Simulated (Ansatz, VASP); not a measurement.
# SiC (Moissanite 3C): VASP beside Ansatz, part 2 of 2

One calculation is typed for both programs; each brings its own data sets. How far apart do they land? The cell is taken from a series of runs on this material, whose earlier steps may have relaxed, scaled, displaced or heated it; both programs get it as it stands.

VASP 6.6.1 and Ansatz 0.2.0.

So far. Step 5 (VASP: single point, PBE): The run ends at a pressure of 7.98 GPa.

**8. VASP: single point, LDA, pair 3**

Level of this step: LDA; plane waves and PAW (Si, C) (VASP).

With cell and atoms fixed, the geometry can't cause a difference; cores, projectors, grids and the points listed under the comparison can. This pair takes another cell of the material, with 4 atoms against 2 for the pair before.

Input file INCAR:

```
SYSTEM = SiC
PREC = Accurate
ENCUT = 600
EDIFF = 1E-06
NELM = 120
ISMEAR = -1
SIGMA = 0.02
LREAL = .FALSE.
ALGO = Normal
GGA = PW92
NBANDS = 14
LORBIT = 11
LWAVE = .FALSE.
LCHARG = .FALSE.
ISIF = 2
LASPH = .TRUE.
GGA_COMPAT = .FALSE.
EFERMI = MIDGAP
```

Input file POSCAR:

```
SiC
1.0
    3.0560103140      0.0000000000      0.0000000000
   -1.5280051570      2.6465825661      0.0000000000
    0.0000000000      0.0000000000      5.0153749266
Si C
2 2
Direct
    0.3333333334      0.6666666668      0.0045866252
    0.6666666668      0.3333333334      0.5045866252
    0.3333333334      0.6666666668      0.3804133748
    0.6666666668      0.3333333334      0.8804133748
```

Input file KPOINTS:

```
Automatic mesh
0
Gamma
12 12 6
0 0 0
```

The projector-augmented-wave data sets are Si and C (LDA family, release 64).

The run is started by

```console
$ mpirun -np 1 vasp_std
```

Numbers of over 12 decimals in the logs are rounded to 6 here.

What it wrote:

```text
[banner, memory and clock lines left out]
running    1 mpi-ranks, on    1 nodes
[...]
[... a notice as in an earlier step ...]

 LDA part: xc-table for (Slater(with rela. corr.)+PW92), standard interpolation
 POSCAR, INCAR and KPOINTS ok, starting setup
[...]
entering main loop
       N       E                     dE             d eps       ncg     rms          rms(c)
DAV:   1     0.313025730785E+02    0.31303E+02   -0.79306E+03  2128   0.114E+03
DAV:   2    -0.344277679524E+02   -0.65730E+02   -0.59957E+02  2942   0.181E+02
DAV:   3    -0.374930859469E+02   -0.30653E+01   -0.30481E+01  2932   0.374E+01
DAV:   4    -0.375232256448E+02   -0.30140E-01   -0.30132E-01  2434   0.454E+00
[...]
DAV:  11    -0.333015272596E+02   -0.39413E-05   -0.15763E-05  2758   0.334E-02    0.189E-02
DAV:  12    -0.333015260710E+02    0.11887E-05   -0.29302E-06  2614   0.107E-02    0.658E-03
DAV:  13    -0.333015257106E+02    0.36037E-06   -0.11845E-06  1520   0.672E-03
   1 F= -.33301526E+02 E0= -.33301526E+02  d E =0.000000E+00
```

OUTCAR, selected parts (step 8):

```text
  Total        0.0136872      0.0136872      0.0130282      0.0000000      0.0000000      0.0000000
  in kB        0.5406056      0.5406056      0.5145798      0.0000000      0.0000000      0.0000000
  external PRESSURE =       0.5319303 kB  Pullay stress =       0.0000000 kB

 POSITION                                       TOTAL-FORCE (eV/Angst)
 -----------------------------------------------------------------------------------
      0.00000      1.76439      0.02300         0.000000      0.000000      0.001523
      1.52801      0.88219      2.53069        -0.000000      0.000000      0.001523
      0.00000      1.76439      1.90792         0.000000     -0.000000     -0.001523
      1.52801      0.88219      4.41560        -0.000000      0.000000     -0.001523
 -----------------------------------------------------------------------------------
    total drift:                               -0.000000     -0.000000     -0.000217

  FREE ENERGIE OF THE ION-ELECTRON SYSTEM (eV)
  ---------------------------------------------------
  free  energy   TOTEN  =       -33.3015257106 eV

  energy  without entropy=      -33.3015257106  energy(sigma->0) =      -33.30152571

[... 3 further parts left out ...]
[key lines of the parts left out:]
E-fermi :   9.4981
```

The run ends at a pressure of 0.05 GPa, with forces up to 0.0015 eV/Å.

**9. Ansatz: single point, LDA, pair 3**

The same cell, functional (in two slightly different forms), mesh and smearing now go to Ansatz, which takes its cutoff from its data sets.

The cell is taken from a series of runs on this material, whose earlier steps may have relaxed, scaled, displaced or heated it; both programs get it as it stands.

Input file input.yaml:

```yaml
crystal:
  lattice:
    - [3.056010314, 0.0, 0.0]
    - [-1.528005157, 2.6465825661, 0.0]
    - [0.0, 0.0, 5.0153749266]
  atoms:
    - { symbol: Si, position: [0.3333333333, 0.6666666667, 0.0045866252] }
    - { symbol: Si, position: [0.6666666667, 0.3333333333, 0.5045866252] }
    - { symbol: C, position: [0.3333333333, 0.6666666667, 0.3804133748] }
    - { symbol: C, position: [0.6666666667, 0.3333333333, 0.8804133748] }
kpoints:
  mp_grid: { grid: [12, 12, 6] }
hamiltonian:
  xc: lda
  pseudopotentials: { kind: paw, source: ansatz }
scf:
  occupations: { method: fermi_dirac, width: 0.02 }
  n_extra_bands: 5
output:
  eigenvalues: true
  forces: true
  stress: true
```

The run is started by

```console
$ ansatz run input.yaml --threads 8 --pin off --max-ram 18432MiB --backend cpu --events-out ev --progress --plain --runs-dir out
```

What it wrote:

```text
[...]
Crystal: 4 atoms, lattice volume = 40.564 Å³
Basis set: ecut = 820 eV, 2177 PW (Γ)
Bands: 13, of which v1, the nominal top of the filled ones, is band 8 counted from 1 (7 counted from 0)
Symmetry: 12 space group operations
[...]
k-points: 76 of 864 (time reversal used)
[...]
k-point 0: bands = [... 4 lower, 8.3435, 9.5575, 9.6712, 9.6712, 14.5910, 16.0824, 16.3458, 16.3458, ... 1 higher]
  k-point 1: bands = [... 4 lower, 8.4202, 8.8274, 9.5678, 9.5678, 14.7149, 16.3899, 16.3899, 16.5976, ... 1 higher]
  k-point 2: bands = [... 4 lower, 8.6372, 8.6372, 9.2973, 9.2973, 15.0805, 16.4060, 16.5917, 16.5917, ... 1 higher]
  k-point 75: bands = [... 4 lower, 3.9020, 3.9020, 7.9189, 7.9189, 14.7845, 14.7845, 15.6183, 15.6183, ... 1 higher]
[key lines of the parts left out:]
SCF converged after 7 iterations
Free energy (F): -1704.253635 eV
Fermi energy:    10.737566 eV
P = ⅓ Tr σ = -0.0032 GPa (-0.032 kbar)
```

The run ends at a pressure of 0.00 GPa, with forces up to 0.0011 eV/Å.

**10. Comparison**

What differs besides the data sets and the points named for the pairs above, as far as they apply: the cutoff is 820 eV in Ansatz and 600 eV in VASP. Total energies have different zeros and are not compared.

Compared:

| quantity | Ansatz | VASP | difference |
| --- | --- | --- | --- |
| pressure (GPa) | 0.00 | 0.05 | -0.06 |
| gap on the k mesh (eV) | 2.130 | 2.123 | +0.007 |

A gap on the mesh is an upper bound, since the band edges may lie between its points.

**11. Summary of results**

```yaml
difference_in_gap_on_the_k_mesh_single_point_lda_pair_1: 0.0068 eV
difference_in_gap_on_the_k_mesh_single_point_pbe: 0.0019 eV
difference_in_gap_on_the_k_mesh_single_point_lda_pair_3: 0.0075 eV
```

In words: The difference in gap on the k mesh is 0.0075 eV (single point, LDA, pair 3), within the 0.08 eV picked in this series as the mark of a large difference. 3 further pairs of this series are not shown here. How closely two codes agree says nothing of how well the functional describes the real material.

[Lines on the potential files, build, host, timing and source positions are cut from VASP's logs without a mark.]

[Logs are printed without paths, hosts, clocks, repeated set-up lines and the standing remarks that a program may print on its own settings, such as how far it seeks lower states.]

[Hosts, paths, dates, database ids (printed as entryN), source tags and the programs' standing remarks are cut or masked in the printed files.]
